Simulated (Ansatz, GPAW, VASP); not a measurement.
MoI: programs and potentials compared

```xyz
2
Lattice="0.0000 3.1789 3.1789 3.1789 0.0000 3.1789 3.1789 3.1789 0.0000" Properties=species:S:1:pos:R:3 pbc="T T T"
Mo    0.0000    0.0000    0.0000
I     4.7683    4.7683    4.7683
```

Alike in all runs: task band structure; functional PBE; k mesh 7 × 7 × 7; occupations fermi-dirac, width 0.05 eV; no spin polarisation; no spin-orbit coupling. Pressure is positive in compression and, in plane waves, holds the error of the finite cutoff, which Ansatz's Pulay term estimates and takes out.

| program and potentials | plane-wave cutoff (eV) | notes | pressure (GPa) |
| --- | --- | --- | --- |
| Ansatz, Ansatz PAW | 420 | 15.5 valence electrons an atom on average | ? |
| VASP, PBE PAW files I, Mo_sv, 520 eV | 520 | 10.5 valence electrons an atom on average | -7.40 |
| GPAW, GPAW PAW data sets (gpaw-data 1.2.1) | 600 | 10.5 valence electrons an atom on average | -6.94 |

Problem. Estimate from the other rows what the run with Ansatz, Ansatz PAW gave.

Solution. Pressure -7.37 GPa. The other rows, which needn't bracket it: pressure -7.40 to -6.94.
